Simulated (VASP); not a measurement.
All values below come from PBEsol GGA, VASP's PBE PAW potentials (set 64) (plane waves; VASP).

Input for VASP

**KPOINTS**
```
k-points along high-symmetry lines
15
Line-mode
Reciprocal
  0.000000   0.000000   0.000000 ! GAMMA
 -0.500000  -0.500000   0.000000 ! X

 -0.500000  -0.500000   0.000000 ! X
 -0.375000  -0.375000   0.250000 ! U

 -0.375000  -0.000000   0.375000 ! K
  0.000000   0.000000   0.000000 ! GAMMA

  0.000000   0.000000   0.000000 ! GAMMA
  0.000000   0.000000   0.500000 ! L

  0.000000   0.000000   0.500000 ! L
 -0.500000  -0.250000   0.250000 ! W

 -0.500000  -0.250000   0.250000 ! W
 -0.500000  -0.500000   0.000000 ! X
```

### POSCAR
```
NbSi
1
    0.0000000000     2.8502647347     2.8502647347
    2.8502647347    -0.0000000000     2.8502647347
    2.8502647347     2.8502647347     0.0000000000
Nb Si
1 1
Direct
  0.0000000000   0.0000000000   1.0000000000
  0.2500000000   0.2500000000   0.2500000000
```

INCAR:
```
LASPH = .TRUE.
LORBIT = 11   ! lm-projected
SIGMA = 0.05   ! width (eV)
LWAVE = .FALSE.
ENCUT = 400   ! plane-wave cut-off (eV)
ALGO = Normal   ! blocked Davidson
ISMEAR = 0   ! Gaussian
EDIFF = 1E-7
SYSTEM = NbSi
GGA = PS
LCHARG = .FALSE.
LMAXMIX = 4
LREAL = .FALSE.   ! projection in real space or not
PREC = Accurate
ICHARG = 11
NELM = 100
```

POTCAR, in this order: Nb_sv Si (PBE.64 set). Program: vasp_std. Read from the step before: CHGCAR.

Output of the run:

### OSZICAR
```
       N       E                     dE             d eps       ncg     rms          rms(c)
DAV:   1     0.105890080487E+03    0.10589E+03   -0.75566E+03  2200   0.106E+03
DAV:   2    -0.744806058742E+01   -0.11334E+03   -0.10909E+03  2688   0.354E+02
DAV:   3    -0.141804824075E+02   -0.67324E+01   -0.64312E+01  3640   0.650E+01
DAV:   4    -0.144837060960E+02   -0.30322E+00   -0.29949E+00  2916   0.136E+01
DAV:   5    -0.145032293901E+02   -0.19523E-01   -0.19491E-01  3660   0.300E+00
DAV:   6    -0.145035293476E+02   -0.29996E-03   -0.29989E-03  2844   0.327E-01
DAV:   7    -0.145035413596E+02   -0.12012E-04   -0.12011E-04  3540   0.554E-02
DAV:   8    -0.145035417835E+02   -0.42385E-06   -0.42360E-06  2924   0.831E-03
DAV:   9    -0.145035417994E+02   -0.15928E-07   -0.16139E-07  2348   0.174E-03
   1 F= -.14503542E+02 E0= -.14502419E+02  d E =-.224603E-02
```

**OUTCAR**
```
 val. band max:        5.6723000239   @ k =  -0.5000  -0.2500   0.2500

 cond. band min:       5.7020399755   @ k =  -0.1786  -0.1786   0.0000



 k-point     1 :       0.0000    0.0000    0.0000
  band No.  band energies     occupation
      1     -49.0672      2.00000
      2     -25.1585      2.00000
      3     -25.1585      2.00000
      4     -25.1585      2.00000
      5      -2.6385      2.00000
      6       3.6694      2.00000
      7       3.6694      2.00000
      8       3.6694      2.00000
      9       6.2400      0.00000
     10       6.2400      0.00000
     11      10.8965      0.00000
     12      12.7750      0.00000

 k-point     2 :      -0.0357   -0.0357    0.0000
  band No.  band energies     occupation
      1     -49.0671      2.00000
      2     -25.1593      2.00000
      3     -25.1588      2.00000
      4     -25.1588      2.00000
      5      -2.6177      2.00000
      6       3.6449      2.00000
      7       3.6816      2.00000
      8       3.6816      2.00000
      9       6.2139      0.00000
     10       6.2501      0.00000
     11      10.9404      0.00000
     12      12.7192      0.00000

 k-point     3 :      -0.0714   -0.0714    0.0000
  band No.  band energies     occupation
      1     -49.0669      2.00000
      2     -25.1618      2.00000
      3     -25.1598      2.00000
      4     -25.1598      2.00000
      5      -2.5558      2.00000
      6       3.5743      2.00000
      7       3.7181      2.00000
      8       3.7181      2.00000
      9       6.1381      0.00000
     10       6.2802      0.00000
     11      11.0673      0.00000
     12      12.5377      0.00000

 k-point     4 :      -0.1071   -0.1071    0.0000
  band No.  band energies     occupation
      1     -49.0666      2.00000
      2     -25.1656      2.00000
      3     -25.1613      2.00000
      4     -25.1613      2.00000
      5      -2.4544      2.00000
      6       3.4654      2.00000
      7       3.7794      2.00000
...
```

The density is held fixed in this step, so its total energy and stress have no physical meaning.

The structure was generated: NbSi was put into the zinc blende type (F-43m), which need not be its known phase. It was relaxed first, which changed the volume by -28 %. The electron count is odd and the run is not spin-polarised, which forces a metal.
